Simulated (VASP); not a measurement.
Method: PBE GGA, VASP's PBE PAW potentials (set 64) (plane waves; VASP 6.6.1).

VASP ran on this input.

**POSCAR**
```
Si3N4
1
    7.6045400000     0.0000000000     0.0000000000
   -3.8022700000     6.5857250000     0.0000000000
    0.0000000000     0.0000000000     2.9052000000
Si N
6 8
Direct
  0.2310800000   0.8249500000   0.7500000000
  0.7689200000   0.1750500000   0.2500000000
  0.4061300000   0.2310800000   0.2500000000
  0.5938700000   0.7689200000   0.7500000000
  0.1750500000   0.4061300000   0.7500000000
  0.8249500000   0.5938700000   0.2500000000
  0.3333330000   0.6666670000   0.7500000000
  0.6666670000   0.3333330000   0.2500000000
  0.9691900000   0.6698500000   0.7500000000
  0.0308100000   0.3301500000   0.2500000000
  0.2993400000   0.9691900000   0.2500000000
  0.7006600000   0.0308100000   0.7500000000
  0.3301500000   0.2993400000   0.7500000000
  0.6698500000   0.7006600000   0.2500000000
```

### INCAR
```
SYSTEM = Si3N4
PREC = Accurate
ENCUT = 400
EDIFF = 1E-6
NELM = 100
ALGO = Normal
LREAL = Auto
LASPH = .TRUE.
ISMEAR = 0
SIGMA = 0.01
GGA = PE
LWAVE = .FALSE.
LCHARG = .FALSE.
ISIF = 2
```

### KPOINTS
```
Automatic mesh
0
Gamma
3 3 6
0 0 0
```

POTCAR, in this order: Si N (PBE.64 set). Program: vasp_std.

Output of the run:

OSZICAR:
```
       N       E                     dE             d eps       ncg     rms          rms(c)
DAV:   1     0.260934500699E+03    0.26093E+03   -0.27834E+04   968   0.120E+03
DAV:   2    -0.110340233533E+03   -0.37127E+03   -0.35555E+03  1248   0.266E+02
DAV:   3    -0.130757596057E+03   -0.20417E+02   -0.20300E+02  1152   0.713E+01
DAV:   4    -0.131128168877E+03   -0.37057E+00   -0.36932E+00  1200   0.990E+00
DAV:   5    -0.131138205239E+03   -0.10036E-01   -0.10031E-01  1136   0.152E+00    0.295E+01
DAV:   6    -0.114618686556E+03    0.16520E+02   -0.66853E+01  1128   0.332E+01    0.132E+01
DAV:   7    -0.114518074841E+03    0.10061E+00   -0.29928E+00  1240   0.709E+00    0.653E+00
DAV:   8    -0.114479686604E+03    0.38388E-01   -0.18085E-01  1160   0.208E+00    0.193E+00
DAV:   9    -0.114480197447E+03   -0.51084E-03   -0.38716E-02  1152   0.106E+00    0.313E-01
DAV:  10    -0.114482422667E+03   -0.22252E-02   -0.36983E-03  1152   0.281E-01    0.140E-01
DAV:  11    -0.114482745781E+03   -0.32311E-03   -0.64211E-04  1136   0.133E-01    0.272E-02
DAV:  12    -0.114482764699E+03   -0.18918E-04   -0.34387E-05  1224   0.281E-02    0.958E-03
DAV:  13    -0.114482778673E+03   -0.13974E-04   -0.13485E-05  1136   0.161E-02    0.577E-03
DAV:  14    -0.114482780582E+03   -0.19092E-05   -0.15459E-06   896   0.546E-03    0.283E-03
DAV:  15    -0.114482780656E+03   -0.73787E-07   -0.46471E-07   784   0.316E-03
   1 F= -.11448278E+03 E0= -.11448278E+03  d E =-.844328E-36
```

**OUTCAR**
```
------------------------ aborting loop because EDIFF is reached ----------------------------------------
  FORCE on cell =-STRESS in cart. coord.  units (eV):
  Direction    XX          YY          ZZ          XY          YZ          ZX
  --------------------------------------------------------------------------------------
  Total        1.1846932      1.1846932      1.3171317     -0.0000001      0.0000000      0.0000000
  in kB       13.0455948     13.0455955     14.5039809     -0.0000011      0.0000000      0.0000000
  external PRESSURE =      13.5317237 kB  Pullay stress =       0.0000000 kB
  volume of cell :      145.50
      direct lattice vectors                 reciprocal lattice vectors
     7.604540000  0.000000000  0.000000000     0.131500393  0.075921785  0.000000000
    -3.802270000  6.585725000  0.000000000     0.000000000  0.151843571  0.000000000
     0.000000000  0.000000000  2.905200000     0.000000000  0.000000000  0.344210381
 POSITION                                       TOTAL-FORCE (eV/Angst)
 -----------------------------------------------------------------------------------
     -1.37943      5.43289      2.17890         0.005742      0.043005      0.000000
      5.18170      1.15283      0.72630        -0.005742     -0.043005     -0.000000
      2.20980      1.52183      0.72630        -0.034372      0.026475     -0.000000
      1.59247      5.06390      2.17890         0.034372     -0.026475     -0.000000
     -0.21304      2.67466      2.17890        -0.040114     -0.016529     -0.000000
      4.01531      3.91106      0.72630         0.040114      0.016529      0.000000
     -0.00000      4.39049      2.17890         0.000000      0.000000     -0.000000
      3.80227      2.19524      0.72630         0.000000      0.000000     -0.000000
      4.82329      4.41145      2.17890         0.008447      0.013142      0.000000
     -1.02102      2.17428      0.72630        -0.008447     -0.013142     -0.000000
     -1.40878      6.38282      0.72630        -0.007158      0.013886     -0.000000
      5.21105      0.20291      2.17890         0.007158     -0.013886     -0.000000
      1.37247      1.97137      2.17890        -0.015605      0.000744      0.000000
      2.42980      4.61435      0.72630         0.015605     -0.000744      0.000000
 -----------------------------------------------------------------------------------
    total drift:                                0.000000     -0.000000      0.000000
  FREE ENERGIE OF THE ION-ELECTRON SYSTEM (eV)
  ---------------------------------------------------
  free  energy   TOTEN  =      -114.4827806562 eV

  energy  without entropy=     -114.4827806562  energy(sigma->0) =     -114.48278066
```
(Selected blocks of OUTCAR.)

OUTCAR:
```
 val. band max:        6.7905134210   @ k =   0.0000   0.0000   0.1667

 cond. band min:      11.1117287011   @ k =   0.0000   0.0000   0.0000


 Fermi energy:         6.8768782901

 k-point     1 :       0.0000    0.0000    0.0000
  band No.  band energies     occupation
      1     -11.4638      2.00000
      2     -10.0027      2.00000
      3     -10.0026      2.00000
      4      -9.3696      2.00000
      5      -9.2266      2.00000
      6      -9.2265      2.00000
      7      -7.9838      2.00000
      8      -7.6659      2.00000
      9      -1.3178      2.00000
     10      -1.3177      2.00000
     11      -1.2417      2.00000
     12      -0.5855      2.00000
     13      -0.5855      2.00000
     14       0.9320      2.00000
     15       0.9320      2.00000
     16       1.8068      2.00000
     17       2.1948      2.00000
     18       2.7165      2.00000
     19       2.7165      2.00000
     20       2.8800      2.00000
     21       2.8801      2.00000
     22       3.4518      2.00000
     23       3.4519      2.00000
     24       3.4830      2.00000
     25       3.9868      2.00000
     26       5.2243      2.00000
     27       5.2243      2.00000
     28       5.4937      2.00000
     29       5.4937      2.00000
     30       6.3155      2.00000
     31       6.3867      2.00000
     32       6.5775      2.00000
     33      11.1117      0.00000
     34      11.5482      0.00000
     35      11.6812      0.00000
     36      11.6812      0.00000
     37      12.0037      0.00000
     38      12.0037      0.00000
     39      12.7419      0.00000
     40      14.2891      0.00000

 k-point     2 :       0.3333   -0.0000    0.0000
  band No.  band energies     occupation
      1     -11.2271      2.00000
      2     -10.5411      2.00000
      3     -10.1370      2.00000
      4      -9.7277      2.00000
      5      -8.9085      2.00000
      6      -8.4419      2.00000
      7      -7.9379      2.00000
      8      -7.8354      2.00000
...
```

At this cut-off the stress carries a Pulay error, which pulls relaxed volumes low.

The structure comes from a computed database's Si3N4 entry; how it stands against other phases isn't given here. The cell was not relaxed at this level. The run is one of a series of settings (GGA = PE against the base run), some of them coarse on purpose.
